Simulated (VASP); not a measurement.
A convergence study with VASP on Fe (bcc): one setting is varied, all else stays as given below, so the limit is that of these other settings.

```
Fe
1.0
   -1.43500     1.43500     1.43500
    1.43500    -1.43500     1.43500
    1.43500     1.43500    -1.43500
Fe
1
Direct
  0.00000   0.00000   0.00000
```
Starting moments (μB, in the order of the record's atoms Fe): 2.5.

Method: PBE GGA, VASP's PBE PAW potentials (set 64) (plane waves; VASP). The tightest run used: 550 eV cut-off, 28×28×28 Γ-centred mesh, first-order Methfessel-Paxton smearing of 0.10 eV, potentials Fe.

The reference is 28×28×28 mesh, which took about 80 core-seconds. The timings are rough (shared machines, no repeats); factors under 2 mean little.

Q: Of the settings 1×1×1 mesh; 2×2×2 mesh; 3×3×3 mesh; 5×5×5 mesh; 6×6×6 mesh; 7×7×7 mesh; 8×8×8 mesh; 9×9×9 mesh; 10×10×10 mesh; 12×12×12 mesh; 13×13×13 mesh; 14×14×14 mesh; 15×15×15 mesh; 16×16×16 mesh; 17×17×17 mesh; 19×19×19 mesh; 20×20×20 mesh; 21×21×21 mesh; 22×22×22 mesh; 23×23×23 mesh; 24×24×24 mesh; 26×26×26 mesh; 27×27×27 mesh; 28×28×28 mesh, which is the lowest that keeps the difference from the reference in the stress, largest component (GPa) within 0.5 from there on, and what does it cost?

A: 19×19×19 mesh; its cost over the reference is about 1/3.
```json
[
 {"setting": "1×1×1 mesh", "difference in the stress, largest component (GPa)": "3.46", "cost over the reference": "about 1/30"},
 {"setting": "2×2×2 mesh", "difference in the stress, largest component (GPa)": "32.85", "cost over the reference": "about 1/20"},
 {"setting": "3×3×3 mesh", "difference in the stress, largest component (GPa)": "15.38", "cost over the reference": "about 1/30"},
 {"setting": "5×5×5 mesh", "difference in the stress, largest component (GPa)": "1.82", "cost over the reference": "about 1/20"},
 {"setting": "6×6×6 mesh", "difference in the stress, largest component (GPa)": "1.26", "cost over the reference": "about 1/20"},
 {"setting": "7×7×7 mesh", "difference in the stress, largest component (GPa)": "0.72", "cost over the reference": "about 1/20"},
 {"setting": "8×8×8 mesh", "difference in the stress, largest component (GPa)": "2.30", "cost over the reference": "about 1/10"},
 {"setting": "9×9×9 mesh", "difference in the stress, largest component (GPa)": "2.19", "cost over the reference": "about 1/10"},
 {"setting": "10×10×10 mesh", "difference in the stress, largest component (GPa)": "1.93", "cost over the reference": "about 1/9"},
 {"setting": "12×12×12 mesh", "difference in the stress, largest component (GPa)": "1.13", "cost over the reference": "about 1/7"},
 {"setting": "13×13×13 mesh", "difference in the stress, largest component (GPa)": "0.37", "cost over the reference": "about 1/6"},
 {"setting": "14×14×14 mesh", "difference in the stress, largest component (GPa)": "0.58", "cost over the reference": "about 1/5"},
 {"setting": "15×15×15 mesh", "difference in the stress, largest component (GPa)": "0.18", "cost over the reference": "about 1/4"},
 {"setting": "16×16×16 mesh", "difference in the stress, largest component (GPa)": "0.46", "cost over the reference": "about 1/3"},
 {"setting": "17×17×17 mesh", "difference in the stress, largest component (GPa)": "0.60", "cost over the reference": "about 1/3"},
 {"setting": "19×19×19 mesh", "difference in the stress, largest component (GPa)": "0.31", "cost over the reference": "about 1/3"},
 {"setting": "20×20×20 mesh", "difference in the stress, largest component (GPa)": "0.14", "cost over the reference": "about 1/2"},
 {"setting": "21×21×21 mesh", "difference in the stress, largest component (GPa)": "0.15", "cost over the reference": "about 1/2"},
 {"setting": "22×22×22 mesh", "difference in the stress, largest component (GPa)": "0.05", "cost over the reference": "within a factor of 2"},
 {"setting": "23×23×23 mesh", "difference in the stress, largest component (GPa)": "0.24", "cost over the reference": "within a factor of 2"},
 {"setting": "24×24×24 mesh", "difference in the stress, largest component (GPa)": "0.13", "cost over the reference": "within a factor of 2"},
 {"setting": "26×26×26 mesh", "difference in the stress, largest component (GPa)": "0.08", "cost over the reference": "within a factor of 2"},
 {"setting": "27×27×27 mesh", "difference in the stress, largest component (GPa)": "0.10", "cost over the reference": "within a factor of 2"},
 {"setting": "28×28×28 mesh", "difference in the stress, largest component (GPa)": "0.00", "cost over the reference": "reference"}
]
```

Left out are rungs that failed or repeat a setting and relaxations that didn't move; long series are thinned to 24 rows.

The compound is Fe in the bcc structure. The cell was not relaxed at this level. The spin order is the one that the start imposed; others were not tried in this run.
